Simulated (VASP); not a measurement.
Level of theory: PBE GGA, VASP's PBE PAW potentials (set 64) (plane waves; VASP).

VASP ran on this input.

**KPOINTS**
```
Automatic mesh
0
Gamma
10 10 6
0 0 0
```

### INCAR
```
SYSTEM = MgI2
PREC = Accurate; ENCUT = 420; LREAL = .FALSE.
LASPH = .TRUE.
EDIFF = 1E-09; NELM = 100; ALGO = Normal
LMAXMIX = 4
ISMEAR = 0; SIGMA = 0.01
GGA = PE
ISIF = 2
LWAVE = .FALSE.; LCHARG = .FALSE.
```

POSCAR:
```
MgI2
1.0
  4.1524640000   0.0000000000   0.0000000000
 -2.0762320000   3.5961390000   0.0000000000
  0.0000000000   0.0000000000   7.0325410000
Mg I
1 2
Cartesian
  0.0000000000   0.0000000000   0.0000000000
 -0.0000020762   2.3974271987   1.6461771973
  2.0762340762   1.1987118013   5.3863638027
```

POTCAR, in this order: Mg I (PBE.64 set). Program: vasp_std.

The resulting files:

File OSZICAR:
```
       N       E                     dE             d eps       ncg     rms          rms(c)
DAV:   1     0.738635253868E+02    0.73864E+02   -0.52324E+03  1728   0.874E+02
DAV:   2    -0.214642797187E+01   -0.76010E+02   -0.70049E+02  2468   0.144E+02
DAV:   3    -0.774234571751E+01   -0.55959E+01   -0.55717E+01  2196   0.463E+01
DAV:   4    -0.785250777248E+01   -0.11016E+00   -0.11014E+00  2296   0.812E+00
DAV:   5    -0.785394532713E+01   -0.14376E-02   -0.14375E-02  2196   0.921E-01    0.403E+00
DAV:   6    -0.773224795336E+01    0.12170E+00   -0.14573E-01  1884   0.209E+00    0.278E+00
DAV:   7    -0.770945358762E+01    0.22794E-01   -0.14464E-01  1972   0.215E+00    0.714E-01
DAV:   8    -0.770755303189E+01    0.19006E-02   -0.10162E-02  1940   0.608E-01    0.231E-01
DAV:   9    -0.770770251696E+01   -0.14949E-03   -0.89295E-04  2148   0.218E-01    0.933E-02
DAV:  10    -0.770769004533E+01    0.12472E-04   -0.29910E-05  2100   0.468E-02    0.377E-02
DAV:  11    -0.770769762347E+01   -0.75781E-05   -0.19456E-05  1932   0.332E-02    0.296E-02
DAV:  12    -0.770769816706E+01   -0.54359E-06   -0.12124E-06  2232   0.685E-03    0.990E-03
DAV:  13    -0.770769816548E+01    0.15810E-08   -0.17372E-08  2092   0.112E-03    0.100E-02
DAV:  14    -0.770769836896E+01   -0.20348E-06   -0.13628E-08  2044   0.757E-04    0.666E-03
DAV:  15    -0.770769892097E+01   -0.55201E-06   -0.29328E-07  1856   0.399E-03    0.637E-03
DAV:  16    -0.770769883223E+01    0.88740E-07   -0.11815E-08  2200   0.750E-04    0.472E-03
DAV:  17    -0.770769872096E+01    0.11128E-06   -0.37703E-09  1980   0.361E-04    0.266E-03
DAV:  18    -0.770769863204E+01    0.88916E-07   -0.26011E-09  1920   0.354E-04    0.120E-03
DAV:  19    -0.770769863087E+01    0.11740E-08   -0.70573E-11  1284   0.674E-05    0.109E-03
DAV:  20    -0.770769861158E+01    0.19290E-07   -0.85283E-11  1156   0.820E-05    0.723E-04
DAV:  21    -0.770769859926E+01    0.12312E-07   -0.41164E-11  1088   0.544E-05    0.503E-04
DAV:  22    -0.770769858891E+01    0.10359E-07   -0.19867E-11  1044   0.422E-05    0.310E-04
DAV:  23    -0.770769858110E+01    0.78010E-08   -0.14925E-11  1040   0.347E-05    0.170E-04
DAV:  24    -0.770769857630E+01    0.48088E-08   -0.56607E-12  1000   0.237E-05    0.792E-05
DAV:  25    -0.770769857404E+01    0.22603E-08   -0.58898E-12   992   0.153E-05    0.361E-05
DAV:  26    -0.770769857326E+01    0.77910E-09   -0.12731E-13   984   0.894E-06
   1 F= -.77076986E+01 E0= -.77076986E+01  d E =-.416859E-17
```

OUTCAR:
```
------------------------ aborting loop because EDIFF is reached ----------------------------------------
  FORCE on cell =-STRESS in cart. coord.  units (eV):
  Direction    XX          YY          ZZ          XY          YZ          ZX
  --------------------------------------------------------------------------------------
  Total        0.8197238      0.8197237      0.9927124      0.0000000      0.0000000      0.0000000
  in kB       12.5061466     12.5061445     15.1453528      0.0000000      0.0000000      0.0000000
  external PRESSURE =      13.3858813 kB  Pullay stress =       0.0000000 kB
  volume of cell :      105.02
      direct lattice vectors                 reciprocal lattice vectors
     4.152464000  0.000000000  0.000000000     0.240820872  0.139038007  0.000000000
    -2.076232000  3.596139000  0.000000000     0.000000000  0.278076014  0.000000000
     0.000000000  0.000000000  7.032541000     0.000000000  0.000000000  0.142196114
 POSITION                                       TOTAL-FORCE (eV/Angst)
 -----------------------------------------------------------------------------------
      0.00000      0.00000      0.00000        -0.000000      0.000000      0.000000
     -0.00000      2.39743      1.64618         0.000000      0.000000      0.165332
      2.07623      1.19871      5.38636        -0.000000      0.000000     -0.165332
 -----------------------------------------------------------------------------------
    total drift:                                0.000000     -0.000000      0.000000
  FREE ENERGIE OF THE ION-ELECTRON SYSTEM (eV)
  ---------------------------------------------------
  free  energy   TOTEN  =        -7.7076985733 eV

  energy  without entropy=       -7.7076985733  energy(sigma->0) =       -7.70769857
```
(Selected blocks of OUTCAR.)

The structure comes from a computed database's MgI2 entry; how it stands against other phases isn't given here. The cell was not relaxed at this level. The run is one of a series of settings (EDIFF = 1E-09, ENCUT = 420, KPOINTS 10×10×6 Γ-centred mesh against the base run), some of them coarse on purpose.
